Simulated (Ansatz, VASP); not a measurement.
# Zn (Zinc): VASP beside Ansatz

Aim: how closely do two programs agree when they are given the same cell, functional and k mesh? The cell is taken from a series of VASP runs on this material, whose earlier steps may have relaxed, scaled or displaced it; both programs get it as it stands.

Main program and level: Ansatz 0.2.0; plane waves, with VASP 6.6.1 beside it; electric field gradients at PBE and single point at PBE.

## (1) The structure

It takes space group P6_3/mmc (No. 194, hexagonal). Conventional cell: a = 2.654 Å, b = 2.654 Å, c = 4.956 Å, α = 90.00°, β = 90.00°, γ = 120.00°. Zn has 12 Zn at 2.65 to 2.91 Å nearest.

Coordinates:

```xyz
2
Lattice="2.6537 0.0000 0.0000 -1.3269 2.2982 0.0000 0.0000 0.0000 4.9561" Properties=species:S:1:pos:R:3 pbc="T T T"
Zn    0.0000    1.5321    1.2390
Zn    1.3269    0.7661    3.7171
```

## (2) VASP: electric field gradients, PBE

Field gradients test the density near the nuclei, where the PAW reconstruction matters most.

Lines of VASP's logs that name or quote its potential files are left out, and so is its time.

File INCAR:

```
SYSTEM = Zn
PREC = Accurate
ENCUT = 400
EDIFF = 1E-07
NELM = 100
ISMEAR = 1
SIGMA = 0.2
LREAL = .FALSE.
ALGO = Normal
GGA = PE
NBANDS = 18
LORBIT = 11
LWAVE = .FALSE.
LCHARG = .FALSE.
KPAR = 2
LEFG = .TRUE.
LASPH = .TRUE.
```

File POSCAR:

```
Zn
1.0
    2.6537196771      0.0000000000      0.0000000000
   -1.3268598386      2.2981886549      0.0000000000
    0.0000000000      0.0000000000      4.9561437643
Zn
2
Direct
    0.3333333333      0.6666666667      0.2500000000
    0.6666666667      0.3333333333      0.7500000000
```

File KPOINTS:

```
Automatic mesh
0
Gamma
10 10 5
0 0 0
```

PAW data sets: Zn (PBE family, release 64).

Run with:

```bash
$ mpirun -np 2 vasp_std
```

Numbers of over 12 decimals in the logs are rounded to 6 here.

Output:

```text
[banner, memory and clock lines left out]
running    2 mpi-ranks, on    1 nodes
 distrk:  each k-point on    1 cores,    2 groups
 distr:  one band on    1 cores,    1 groups

 POSCAR found type information on POSCAR Zn
 POSCAR found :  1 types and       2 ions
 LDA part: xc-table for (Slater+PW92), standard interpolation
 POSCAR, INCAR and KPOINTS ok, starting setup
 FFT: planning ... GRIDC
 FFT: planning ... GRID_SOFT
 FFT: planning ... GRID
 WAVECAR not read
 entering main loop
       N       E                     dE             d eps       ncg     rms          rms(c)
DAV:   1     0.946793642214E+02    0.94679E+02   -0.10807E+04  1576   0.179E+03
DAV:   2     0.124532774373E+01   -0.93434E+02   -0.90466E+02  1524   0.265E+02
DAV:   3    -0.242268625859E+01   -0.36680E+01   -0.36585E+01  1754   0.610E+01
DAV:   4    -0.244061546278E+01   -0.17929E-01   -0.17926E-01  1704   0.436E+00
DAV:   5    -0.244064042881E+01   -0.24966E-04   -0.24966E-04  1642   0.143E-01    0.403E+00
DAV:   6    -0.224220414492E+01    0.19844E+00   -0.84914E-01  1658   0.195E+01    0.302E+00
DAV:   7    -0.223279861539E+01    0.94055E-02   -0.27846E-02  1908   0.287E+00    0.156E+00
DAV:   8    -0.222815207558E+01    0.46465E-02   -0.17415E-03  2026   0.646E-01    0.470E-02
DAV:   9    -0.222815810242E+01   -0.60268E-05   -0.23618E-04  2008   0.204E-01    0.344E-02
DAV:  10    -0.222816125266E+01   -0.31502E-05   -0.23144E-05  1608   0.587E-02    0.280E-03
DAV:  11    -0.222816103527E+01    0.21740E-06   -0.91688E-08  1346   0.322E-03    0.179E-03
DAV:  12    -0.222816069205E+01    0.34322E-06   -0.20118E-08   898   0.281E-03    0.115E-04
DAV:  13    -0.222816069235E+01   -0.30377E-09   -0.76034E-09   802   0.791E-04
ion   1
     0.0000000    -0.0000000    -0.0000000     1.9826850     0.0000000    -0.0000000
     0.0000468    -0.0000000    -0.0000000     1.9826850     0.0000000    -0.0000000
     0.0000645    -0.0000000    -0.0000000     1.9826850     0.0000000    -0.0000000
     0.0000888    -0.0000000    -0.0000000     1.9826849     0.0000000    -0.0000000
     0.0001223    -0.0000000    -0.0000000     1.9826848     0.0000000    -0.0000000

     0.0000000    -0.0000001    -0.0000000   -32.9718268     0.0000000    -0.0000000
     0.0000468    -0.0000001    -0.0000000   -32.9704603     0.0000000    -0.0000000
     0.0000645    -0.0000001    -0.0000000   -32.9696604     0.0000000    -0.0000000
     0.0000888    -0.0000001    -0.0000000   -32.9683436     0.0000000    -0.0000000
     0.0001223    -0.0000001    -0.0000000   -32.9661868     0.0000000    -0.0000000

ion   2
     0.0000000    -0.0000000    -0.0000000     1.9826850     0.0000000    -0.0000000
     0.0000468    -0.0000000    -0.0000000     1.9826850     0.0000000    -0.0000000
     0.0000645    -0.0000000    -0.0000000     1.9826850     0.0000000    -0.0000000
     0.0000888    -0.0000000    -0.0000000     1.9826849     0.0000000    -0.0000000
     0.0001223    -0.0000000    -0.0000000     1.9826848     0.0000000    -0.0000000

     0.0000000    -0.0000001    -0.0000000   -32.9718268     0.0000000    -0.0000000
     0.0000468    -0.0000001    -0.0000000   -32.9704603     0.0000000    -0.0000000
     0.0000645    -0.0000001    -0.0000000   -32.9696604     0.0000000    -0.0000000
     0.0000888    -0.0000001    -0.0000000   -32.9683436     0.0000000    -0.0000000
     0.0001223    -0.0000001    -0.0000000   -32.9661868     0.0000000    -0.0000000

   1 F= -.22281607E+01 E0= -.22282484E+01  d E =0.263202E-03
```

From OUTCAR (step 2):

```text
ion  position               nearest neighbor table
   1  0.333  0.667  0.250-   2 2.91   2 2.91   2 2.91   2 2.91   2 2.91   2 2.91
   2  0.667  0.333  0.750-   1 2.91   1 2.91   1 2.91   1 2.91   1 2.91   1 2.91

  LATTYP: Found a hexagonal cell.
 ALAT       =     2.6537196771
 C/A-ratio  =     1.8676214398

 Subroutine GETGRP returns: Found 24 space group operations
 (whereof 12 operations were pure point group operations)

The static configuration has the point symmetry D_3d.
 The point group associated with its full space group is D_6h.

 Found     42 irreducible k-points:

   k-points           NKPTS =     42   k-points in BZ     NKDIM =     42   number of bands    NBANDS=     18

   dimension x,y,z NGX =    18 NGY =   18 NGZ =   32
   dimension x,y,z NGXF=    36 NGYF=   36 NGZF=   64

   ENCUT  =  400.0 eV  29.40 Ry    5.42 a.u.   4.33  4.33  8.08*2*pi/ulx,y,z

   NELECT =      24.0000    total number of electrons

 k-points in reciprocal lattice and weights: Automatic mesh
   0.00000000  0.00000000  0.00000000       0.002
   0.10000000 -0.00000000  0.00000000       0.012
   0.20000000 -0.00000000  0.00000000       0.012
   0.30000000  0.00000000  0.00000000       0.012
   0.40000000  0.00000000  0.00000000       0.012
   0.50000000  0.00000000  0.00000000       0.006
   0.10000000  0.10000000  0.00000000       0.012
   0.20000000  0.10000000  0.00000000       0.024
   0.30000000  0.10000000  0.00000000       0.024
[...]
0.40000000  0.20000000  0.40000000       0.024
   0.30000000  0.30000000  0.40000000       0.024

 average (electrostatic) potential at core
       1 -36.8763       2 -36.8763

 E-fermi :   2.9650

 k-point     1 :       0.0000    0.0000    0.0000
  band No.  band energies     occupation
    ...
      9      -4.1536      2.00000
     10      -3.9491      2.00000
     11      -3.9491      2.00000
     12      -0.5352      2.00000
     13       0.0522      2.00000
     14      16.6302      0.00000
     15      20.3136      0.00000
     16      20.7908      0.00000
     17      20.7909      0.00000
     18      22.4270      0.00000

 k-point     2 :       0.1000   -0.0000    0.0000
  band No.  band energies     occupation
    ...
      9      -4.1801      2.00000
     10      -4.0973      2.00000
     11      -3.9465      2.00000
     12      -0.0709      2.00000
     13       0.2111      2.00000
     14      16.9000      0.00000
     15      16.9485      0.00000
     16      18.8008      0.00000
     17      20.1220      0.00000
     18      20.9495      0.00000

 k-point     3 :       0.2000   -0.0000    0.0000
  band No.  band energies     occupation
    ...
      9      -4.2462      2.00000
     10      -4.2434      2.00000
     11      -3.9465      2.00000
     12       0.7549      2.00000
     13       1.1296      2.00000
     14      12.2134      0.00000
     15      16.5876      0.00000
     16      17.4910      0.00000
     17      17.7020      0.00000
     18      19.2106      0.00000

  Total       -0.0059137     -0.0059137      0.0257671      0.0000000     -0.0000000      0.0000000
  in kB       -0.3134628     -0.3134628      1.3658157      0.0000000     -0.0000000      0.0000000
  external PRESSURE =       0.2462967 kB  Pullay stress =       0.0000000 kB

  energy-cutoff  :      400.00
  volume of cell :       30.23
      direct lattice vectors                 reciprocal lattice vectors
     2.653719677  0.000000000  0.000000000     0.376829553  0.217562644  0.000000000
    -1.326859839  2.298188655  0.000000000     0.000000000  0.435125288  0.000000000
     0.000000000  0.000000000  4.956143764     0.000000000  0.000000000  0.201769773

 POSITION                                       TOTAL-FORCE (eV/Angst)
 -----------------------------------------------------------------------------------
     -0.00000      1.53213      1.23904        -0.000000      0.000000      0.000000
      1.32686      0.76606      3.71711         0.000000     -0.000000      0.000000
 -----------------------------------------------------------------------------------
    total drift:                               -0.000000      0.000000      0.000000

  FREE ENERGIE OF THE ION-ELECTRON SYSTEM (eV)
  ---------------------------------------------------
  free  energy   TOTEN  =        -2.2281606924 eV

  energy  without entropy=       -2.2284238940  energy(sigma->0) =       -2.22824843

 Electric field gradients after diagonalization (V/A^2)
 (convention: |V_zz| > |V_xx| > |V_yy|)
----------------------------------------------------------------------
 ion       V_xx      V_yy      V_zz     asymmetry (V_yy - V_xx)/ V_zz
----------------------------------------------------------------------
   1     -20.404   -20.403    40.807       0.000
   2     -20.404   -20.403    40.807       0.000
----------------------------------------------------------------------

 total charge
# of ion       s       p       d       tot
------------------------------------------
    1        0.597   0.450   9.720  10.767
    2        0.597   0.450   9.720  10.767
--------------------------------------------------
tot          1.193   0.900  19.441  21.533

[... 3 further parts left out ...]
```

The run ends at a pressure of 0.02 GPa.

## (3) Ansatz: electric field gradients, PBE

Ansatz runs on its default PAW (the set named soft_2) files.

The same cell, functional, mesh and smearing now go to Ansatz, which takes its cutoff from its data sets.

File input.yaml:

```yaml
crystal:
  lattice:
    - [2.6537196771, 0.0, 0.0]
    - [-1.3268598386, 2.2981886549, 0.0]
    - [0.0, 0.0, 4.9561437643]
  atoms:
    - { symbol: Zn, position: [0.3333333333, 0.6666666667, 0.25] }
    - { symbol: Zn, position: [0.6666666667, 0.3333333333, 0.75] }
hamiltonian:
  xc: pbe
  pseudopotentials: { kind: paw }
kpoints:
  mp_grid: { grid: [10, 10, 5] }
scf:
  occupations: { method: methfessel_paxton, width: 0.2 }
  n_extra_bands: 4
output:
  forces: true
  stress: true
  eigenvalues: true
  efg: {}
```

Run with:

```bash
$ ansatz run input.yaml --threads 2 --pin off --max-ram 4608MiB --backend cpu --events-out ev --progress --plain --runs-dir out
```

Output:

```text
scf.n_extra_bands = 4 over 12 filled bands (N_el = 24.0): the run solves 16 bands
Engine: ansatz 0.2.0, aarch64-unknown-linux-gnu
Pseudopotentials: kind: paw
Pseudopotential: Zn, paw, valence charge 12, recommended cutoff 420 eV (normal), Zn.paw.azcp
Functional definition: PBE
  parameter kappa = 0.804
  parameter beta = 0.066725
  exchange = pbe_x(kappa = kappa, mu = beta*pi^2/3)
  correlation = pbe_c(beta = beta)
Crystal: 2 atoms, lattice volume = 30.226 Å³
Basis set: ecut = 420 eV, 611 PW (Γ), exchange–correlation on 36×36×72 points (8 copies of the dense FFT grid, shifted against one another)
Bands: 16, of which v1, the nominal top of the filled ones, is band 12 counted from 1 (11 counted from 0)
Symmetry: 24 space group operations
Space group: P63/mmc (ITA 194), of the structure as read, at distance tolerance 3.1e-5 Å
k-points: 42 of 500
Non-local potential: Zn, projectors of the file, l = 0: 2, l = 1: 2, l = 2: 3, l = 3: 1
PAW form: soft (Blöchl's): semilocal exchange-correlation on the pseudo side does not see the compensation charge
PAW one-centre angular grid: Zn, 590 points (default); XC on 64 Gauss nodes
Initial density: superposition of atomic densities (neutral atoms: chi_scale 0, normalization atom), corrected by the library's trained network
Initial wavefunctions: pseudopotential atomic-orbital guess
Functional: x = pbe(κ = 0.804, μ = 0.219515), c = pbe(β = 0.066725)
SCF iter   1: F=—  HF=-6638.074823 eV  |F-HF|=—  |Δ(HF+E_count)|=         —  Δρ=8.94e-4  dr2=1.22e-4  ethr=1.77e-3  ⟨swp⟩=4.9  Hψ=3278  notcnv=0
preconditioner: auto → none  [insulator: Δε(μ)=0.299 eV  Ē_g=13.143 eV  σ=0.200 eV  W_gap=0.88  n_scr=4 (ndim 8)  ℏωp=33.1 eV  f_vac=0.000  D(μ)=0.40/eV (n_scr^D=2)  ε∞_Penn≈7.3]
SCF iter   2: F=—  HF=-6638.075228 eV  |F-HF|=—  |Δ(HF+E_count)|=   4.04e-4  S|Δr|=    0.00e0  Δρ=5.44e-4  dr2=3.98e-5  ethr=5.09e-7  ⟨swp⟩=2.6  Hψ=1637  notcnv=0
SCF iter   3: F=—  HF=-6638.075243 eV  |F-HF|=—  |Δ(HF+E_count)|=   1.56e-5  S|Δr|=    0.00e0  Δρ=2.71e-4  dr2=9.88e-6  ethr=1.66e-7  ⟨swp⟩=2.0  Hψ=1176  notcnv=0
SCF iter   4: F=—  HF=-6638.075251 eV  |F-HF|=—  |Δ(HF+E_count)|=   8.18e-6  S|Δr|=    0.00e0  Δρ=5.96e-5  dr2=5.00e-7  ethr=4.12e-8  ⟨swp⟩=2.0  Hψ=1172  notcnv=0
SCF iter   5: F=-6638.075252 eV  HF=-6638.075252 eV  |F-HF|=1.50e-7  |Δ(HF+E_count)|=   6.84e-7  S|Δr|=    0.00e0  Δρ=2.41e-5  dr2=9.08e-8  ethr=4.17e-10  ⟨swp⟩=6.6  Hψ=3578  notcnv=0
SCF 1 converged in 5 iterations: F = -6638.075252 eV  dr2 = 9.08e-8
  greatest PAW one-centre occupation: 0.981 electrons in one spin orbital (limit 2), on the Zn atom at site 1 (counted from 0), in its partial waves of l = 2
SCF converged after 5 iterations
Stability not checked: this state was not tested for a lower state beside it, because cold or Methfessel-Paxton smearing, or corrected tetrahedra, fill the levels in a way that the test cannot read (fill_not_monotonic; see scf.lower_state_search)
Free energy (F): -6638.075252 eV
Harris-Foulkes:  -6638.075252 eV  (|F-HF|=1.50e-7)
Internal energy: -6638.075512 eV  (E = F + TS)
E sigma→0 (E₀):  -6638.075317 eV
Entropy (-TS):   0.000260 eV (0.130 meV/atom)
Fermi energy:    10.949958 eV
--- Per-component energies (eV) ---
  E_band       = 99.380692
  E_kinetic    = 262.075309
  E_local      = -3066.510443  (includes V_loc(G=0)·N_el)
  E_nonlocal   = 1220.810205
  E_hartree    = 1285.692186
  E_xc         = -275.571469
  E_vxc        = -105.426373  (∫ρ·V_xc dr)
  E_paw        = -3649.307593  (= ΣΔE_a)
  E_vpaw       = -782.973126  (= ΣTr[D̂ρ^β])
  E_aug_tail   = -0.000757  (compensation charges beyond the density's cutoff)
  E_ewald      = -2415.262951
  E_smearing   = 0.000260  (= −TS)
  E_closure    = 0.000000  (closes the sum)
  Σ components = -6638.075252   (vs F -6638.075252, Δ=0.00e0)
--- Forces (eV/Å), atoms counted from 1 ---
  atom   1  Zn    -0.00000000     0.00000000     0.00000000
  atom   2  Zn    -0.00000000    -0.00000000     0.00000000
  max |Σ_I F_I| component: 5.55e-17 eV/Å
--- Stress (GPa, compression-positive) ---
        0.172395      -0.000000       0.000000
       -0.000000       0.172395       0.000000
        0.000000       0.000000       0.518469
  P = ⅓ Tr σ = 0.2878 GPa (2.878 kbar)
--- PAW observables at the nuclei: V_zz in 10²¹ V/m², potentials from the cell's mean, atoms counted from 1 ---
  atom   1  Zn V_zz =    +4.073356   η = 0.0000   by run symmetry: allowed
            electrostatic potential = -3946.427254 V   contact ρ = none
  atom   2  Zn V_zz =    +4.073356   η = 0.0000   by run symmetry: allowed
            electrostatic potential = -3946.427254 V   contact ρ = none
--- Band table (eV; the first three rows and the last of 42) ---
  k-point 0: bands = [... 8 lower, 3.8597, 4.0645, 4.0645, 7.4464, 8.0479, 24.5311, 28.1399, 28.7000]
  k-point 1: bands = [... 8 lower, 3.8861, 4.0504, 4.0504, 5.4582, 10.5695, 21.4963, 28.9379, 28.9379]
  k-point 2: bands = [... 8 lower, 3.9468, 3.9468, 4.0088, 4.0088, 13.8329, 17.5144, 29.5898, 29.5898]
  k-point 41: bands = [... 8 lower, 4.0311, 4.0832, 10.3075, 11.4183, 13.3743, 13.4116, 14.5537, 14.6694]
```

It took 1 s on 2 threads of Arm Neoverse V2, shared host; peak memory 0.31 GiB.

The column dr2 measures how far the density is from self-consistency, as an energy; F and HF (Harris–Foulkes) agree once it is small.

The run ends at a pressure of 0.29 GPa.

(Continued in part 2 of 2.)

[Lines on the potential files, build, host, timing and source positions are cut from VASP's logs without a mark.]

[Logs are printed without paths, hosts, clocks, repeated set-up lines and the standing remarks that a program may print on its own settings, such as how far it seeks lower states.]

[Hosts, paths, dates, database ids (printed as entryN), source tags and the programs' standing remarks are cut or masked in the printed files.]
